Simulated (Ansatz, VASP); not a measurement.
# Cross-check of InH between VASP and Ansatz, part 2 of 2

Wanted: the spread between two codes on one cell, functional and k mesh. The cell is generated by rule, not measured, and may not be a known phase. The cell is taken from a series of runs on this material, whose earlier steps may have relaxed, scaled, displaced or heated it; both programs get it as it stands.

VASP 6.6.1 and Ansatz 0.2.0.

So far. Step 2 (VASP: single point, PBEsol, pair 1): The run ends at a pressure of 0.12 GPa, with forces up to 0.22 eV/Å. Step 3 (Ansatz: single point, PBEsol, pair 1): The run ends at a pressure of 0.25 GPa, with forces up to 0.22 eV/Å.

The structure was built from a prototype and need not be the compound's stable phase.

### Step 5. Ansatz: single point, PBEsol, pair 2

Level of this step: Ansatz beside VASP: Kohn-Sham DFT, plane waves, PBEsol (Ansatz).

With cell and atoms fixed, the geometry can't cause a difference; cores, projectors, grids and the points listed under the comparison can.

The cell is taken from a series of runs on this material, whose earlier steps may have relaxed, scaled, displaced or heated it; both programs get it as it stands.

input.yaml reads:

```yaml
crystal:
  lattice:
    - [-3.2601836778, 0.0, 0.0]
    - [0.0, 0.0, -6.8269828696]
    - [-1.6300918388, -8.4702056579, 0.0]
  atoms:
    - { symbol: In, position: [0.7775237854, 0.9603661529, 0.4444444444] }
    - { symbol: In, position: [0.4445852277, 0.9603661529, 0.1111111111] }
    - { symbol: In, position: [0.111224311, 0.9603661529, 0.7777777778] }
    - { symbol: In, position: [0.2220814388, 0.4603661529, 0.5555555556] }
    - { symbol: In, position: [0.8891428813, 0.4603661529, 0.2222222222] }
    - { symbol: In, position: [0.5554423415, 0.4603661529, 0.8888888889] }
    - { symbol: H, position: [0.7046862173, 0.6646338471, 0.4444444444] }
    - { symbol: H, position: [0.3334946429, 0.6646338471, 0.1111111111] }
    - { symbol: H, position: [0.2951498216, 0.6646338471, 0.7777777778] }
    - { symbol: H, position: [0.3331719372, 0.1646338471, 0.5555555556] }
    - { symbol: H, position: [0.9619805486, 0.1646338471, 0.2222222222] }
    - { symbol: H, position: [0.3715182057, 0.1646338471, 0.8888888889] }
kpoints:
  mp_grid: { grid: [12, 6, 12] }
hamiltonian:
  xc: pbesol
scf:
  occupations: { method: methfessel_paxton, width: 0.2 }
output:
  forces: true
  stress: true
  eigenvalues: true
```

Command:

```
ansatz run input.yaml --threads 4 --pin off --max-ram 7168MiB --backend cpu --events-out ev --progress --plain --runs-dir out
```

Numbers of over 12 decimals in the logs are rounded to 6 here.

The log of the run:

```text
[...]
Crystal: 12 atoms, lattice volume = 188.523 Å³
Basis set: ecut = 420 eV, 3711 PW (Γ), exchange–correlation on 48×96×120 points (8 copies of the dense FFT grid, shifted against one another)
Bands: 54, of which v1, the nominal top of the filled ones, is band 42 counted from 1 (41 counted from 0)
Symmetry: 2 space group operations
[...]
k-point 0: bands = [... 38 lower, 4.3113, 7.9688, 7.9937, 9.8585, 9.9651, 10.1810, 11.0487, 11.0522, ... 8 higher]
  k-point 1: bands = [... 38 lower, 4.5246, 7.4686, 8.5419, 9.4671, 10.1033, 10.3520, 10.5042, 11.6930, ... 8 higher]
  k-point 2: bands = [... 38 lower, 4.7744, 7.0507, 8.9335, 9.1050, 10.0456, 10.1427, 10.6547, 12.4009, ... 8 higher]
  k-point 295: bands = [... 38 lower, 6.0483, 6.0483, 7.1088, 7.1088, 9.2222, 9.2222, 9.6606, 9.6606, ... 8 higher]
[key lines of the parts left out:]
SCF converged after 8 iterations
Free energy (F): -33241.616130 eV
Fermi energy:    8.415442 eV
P = ⅓ Tr σ = 0.3897 GPa (3.897 kbar)
```

The run ends at a pressure of 0.39 GPa, with forces up to 0.32 eV/Å.

### Step 6. VASP: single point, PBEsol, pair 2

The same cell, functional, mesh and smearing now go to VASP, with its own data sets.

INCAR reads:

```
SYSTEM = InH
PREC = Accurate
ENCUT = 500
EDIFF = 1E-06
NELM = 120
ISMEAR = 1
SIGMA = 0.2
LREAL = .FALSE.
ALGO = Normal
GGA = PS
NBANDS = 54
LORBIT = 11
LWAVE = .FALSE.
LCHARG = .FALSE.
ISIF = 2
LASPH = .TRUE.
GGA_COMPAT = .FALSE.
KPAR = 2
```

POSCAR reads:

```
InH
1.0
   -3.2601836778      0.0000000000      0.0000000000
    0.0000000000      0.0000000000     -6.8269828696
   -1.6300918388     -8.4702056579      0.0000000000
In H
6 6
Direct
    0.7775237854      0.9603661529      0.4444444444
    0.4445852278      0.9603661529      0.1111111111
    0.1112243181      0.9603661529      0.7777777778
    0.2220814389      0.4603661529      0.5555555556
    0.8891428813      0.4603661529      0.2222222222
    0.5554423486      0.4603661529      0.8888888888
    0.7046861677      0.6646338471      0.4444444444
    0.3334946862      0.6646338471      0.1111111111
    0.2951491413      0.6646338471      0.7777777778
    0.3331719805      0.1646338471      0.5555555556
    0.9619804990      0.1646338471      0.2222222222
    0.3715175254      0.1646338471      0.8888888888
```

KPOINTS reads:

```
Automatic mesh
0
Gamma
12 6 12
0 0 0
```

Potentials, in the order of the species: In_d and H (PBE family, release 64).

Command:

```
mpirun -np 2 vasp_std
```

The log of the run:

```text
[banner, memory and clock lines left out]
running    2 mpi-ranks, on    1 nodes
[...]
[... a notice as in an earlier step ...]

 LDA part: xc-table for (Slater+PW92), standard interpolation
 POSCAR, INCAR and KPOINTS ok, starting setup
[...]
entering main loop
       N       E                     dE             d eps       ncg     rms          rms(c)
DAV:   1     0.870011687807E+03    0.87001E+03   -0.38065E+04 31998   0.201E+03
DAV:   2     0.824033602592E+02   -0.78761E+03   -0.76956E+03 31968   0.518E+02
DAV:   3    -0.276145032940E+02   -0.11002E+03   -0.10737E+03 34824   0.208E+02
DAV:   4    -0.341410219351E+02   -0.65265E+01   -0.64694E+01 37974   0.538E+01
[...]
DAV:  12    -0.329611901432E+02   -0.19965E-04   -0.26353E-04 42280   0.138E-01    0.556E-02
DAV:  13    -0.329611922923E+02   -0.21492E-05   -0.23568E-05 45974   0.413E-02    0.840E-02
DAV:  14    -0.329611924919E+02   -0.19957E-06   -0.14260E-06 24058   0.122E-02
   1 F= -.32961192E+02 E0= -.32960690E+02  d E =-.150692E-02
```

From OUTCAR (step 6):

```text
  Total        0.3984113     -0.0442193      0.5842295      0.3716696      0.0000000      0.0000000
  in kB        3.3859253     -0.3758008      4.9651142      3.1586596      0.0000000      0.0000000
  external PRESSURE =       2.6584129 kB  Pullay stress =       0.0000000 kB

 POSITION                                       TOTAL-FORCE (eV/Angst)
 -----------------------------------------------------------------------------------
     -3.25936     -3.76454     -6.55640         0.049189      0.013695      0.129571
     -1.63055     -0.94113     -6.55640        -0.009232     -0.090791      0.048331
     -1.63046     -6.58794     -6.55640         0.108123      0.100341      0.268967
     -1.62963     -4.70567     -3.14291         0.009232      0.090791      0.048331
     -3.26101     -1.88227     -3.14291        -0.049189     -0.013695      0.129571
     -3.25981     -7.52907     -3.14291        -0.108123     -0.100341      0.268967
     -3.02189     -3.76454     -4.53744         0.128647     -0.109517     -0.044869
     -1.26838     -0.94113     -4.53744         0.194375     -0.049642     -0.082563
     -2.23009     -6.58794     -4.53744         0.026579     -0.023479     -0.319437
     -1.99181     -4.70567     -1.12395        -0.194375      0.049642     -0.082563
     -3.49848     -1.88227     -1.12395        -0.128647      0.109517     -0.044869
     -2.66019     -7.52907     -1.12395        -0.026579      0.023479     -0.319437
 -----------------------------------------------------------------------------------
    total drift:                                0.000000     -0.000001      0.000834

  FREE ENERGIE OF THE ION-ELECTRON SYSTEM (eV)
  ---------------------------------------------------
  free  energy   TOTEN  =       -32.9611924919 eV

  energy  without entropy=      -32.9596855670  energy(sigma->0) =      -32.96069018

[... 2 parts as in an earlier step ...]

[... 1 further part left out ...]
[key lines of the parts left out:]
E-fermi :   6.0625
```

The run ends at a pressure of 0.27 GPa, with forces up to 0.32 eV/Å.

### Step 7. Side by side

Both answers:

| quantity | Ansatz | VASP | difference |
| --- | --- | --- | --- |
| pressure (GPa) | 0.39 | 0.27 | +0.12 |

Forces on 7 of the 12 atoms, those with the largest forces and the largest differences (eV/Å; atoms numbered as in POSCAR):

| atom | Ansatz x, y, z | VASP x, y, z |
| --- | --- | --- |
| In3 | 0.106, 0.100, 0.268 | 0.108, 0.100, 0.269 |
| In6 | -0.106, -0.100, 0.268 | -0.108, -0.100, 0.269 |
| H8 | 0.195, -0.050, -0.083 | 0.194, -0.050, -0.083 |
| H9 | 0.027, -0.023, -0.319 | 0.027, -0.023, -0.319 |
| H10 | -0.195, 0.050, -0.083 | -0.194, 0.050, -0.083 |
| H11 | -0.129, 0.110, -0.045 | -0.129, 0.110, -0.045 |
| H12 | -0.027, 0.023, -0.319 | -0.027, 0.023, -0.319 |

The forces differ by 0.6 meV/Å r.m.s., which is 0.5 % of the r.m.s. force of 0.130 eV/Å (both taken over all components).

### Step 8. Results

* r.m.s. force difference (single point, PBEsol, pair 1): 0.49 meV/Å
* r.m.s. force difference (single point, PBEsol, pair 2): 0.6 meV/Å

**Reading.** The r.m.s. force difference is 0.6 meV/Å (single point, PBEsol, pair 2), within the 12 meV/Å picked in this series as the mark of a large difference. Such differences can come from data sets, numerical settings and the points named under the comparisons, not from the functional's error against experiment.

[Lines on the potential files, build, host, timing and source positions are cut from VASP's logs without a mark.]

[Logs are printed without paths, hosts, clocks, repeated set-up lines and the standing remarks that a program may print on its own settings, such as how far it seeks lower states.]

[Hosts, paths, dates, database ids (printed as entryN), source tags and the programs' standing remarks are cut or masked in the printed files.]
